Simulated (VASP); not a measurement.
KI (rock salt): the band gap from VASP (plane waves, PAW) at several levels of theory. Gaps are without spin-orbit coupling. Each level names its cell: its own relaxed one, PBE's, or the starting one. A gap is the smallest over the k-mesh and a band path; hybrids may have named points in place of the path, and GW has the mesh alone. mBJ is a potential without an energy functional, so only the levels count. The errors mix the missing spin-orbit coupling with the functional's own.

```
level                    band gap (eV)  error against measurement (eV)
-----------------------  -------------  ------------------------------
LDA (own cell)                    3.87                           -2.23
PBE (own cell)                    3.85                           -2.25
PBEsol (own cell)                 3.86                           -2.24
RPBE (own cell)                   3.94                           -2.16
AM05 (own cell)                   3.94                           -2.16
PBE-D3(BJ) (own cell)             4.01                           -2.09
optB88-vdW (own cell)             3.91                           -2.19
revTPSS (own cell)                4.26                           -1.84
SCAN (own cell)                   4.55                           -1.55
r2SCAN (own cell)                 4.58                           -1.52
mBJ (TB09) (PBE cell)             5.83                           -0.27
HSE06 (PBE cell)                  4.85                           -1.25
HSEsol (PBE cell)                 4.72                           -1.38
PBE0 (PBE cell)                   5.52                           -0.58
Hartree-Fock (PBE cell)          10.71                           +4.61
```

Measured: 6.10 eV (as given by Aguado et al., (1998), arXiv:cond-mat/9809176).

The cell of the LDA (own cell) run:

KI is modelled in the cubic space group Fm-3m (No. 225), the rock salt structure, Pearson symbol cF8. Lattice parameters: a = b = c = 6.826 Å, α = β = γ = 90.00°. K on 4a is surrounded by 6 I at 3.413 Å (octahedral). I on 4b is coordinated by 6 K at 3.413 Å (octahedral). (Neighbours: up to the widest gap in distance over summed covalent radii, below 1.35, at either atom; cation-cation and far metal-metal contacts left out.)
(The calculation used a cell of 2 atoms; values per cell refer to that cell.)

Only levels that ran to the end are used. Left out are those held back, those with too coarse a band path, GW runs whose mesh misses a band edge, hybrids' fits of cells that aren't cubic and levels without matching references; a question may draw on a part of the rest.

The compound is KI in the rock salt structure.
